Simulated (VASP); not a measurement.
Given:

```yaml
crystal:
  lattice:
    - [0.00000, 2.97419, 2.97419]
    - [2.97419, 0.00000, 2.97419]
    - [2.97419, 2.97419, 0.00000]
  atoms:
    - { symbol: Hg, position: [0.00000, 0.00000, 0.00000] }
    - { symbol: S, position: [0.25000, 0.25000, 0.25000] }
```

These are optB86b-vdW, VASP's PBE PAW potentials (set 64) (plane waves; VASP 6.6.1) values and carry that method's errors. Numerical set-up: 520 eV cut-off, 12×12×12 Γ-centred mesh, tetrahedra with Blöchl corrections, potentials Hg S.

Unless said otherwise, spin-orbit coupling is left out, though it shifts the bands of the heavy elements here.

What does the run give for the energy per atom (σ→0), band gap (on the k-mesh) with the smallest direct gap where there is one?

```yaml
band gap (on the k-mesh): none (metal, semimetal or under 0.01 eV)
energy per atom (σ→0): -0.213 eV/atom
```

The absolute energy has meaning only against runs of the same code, potentials and settings.

The compound is HgS in the zinc blende structure, metacinnabar; cinnabar is the stable form. It was relaxed first, which changed the volume by +5 %.
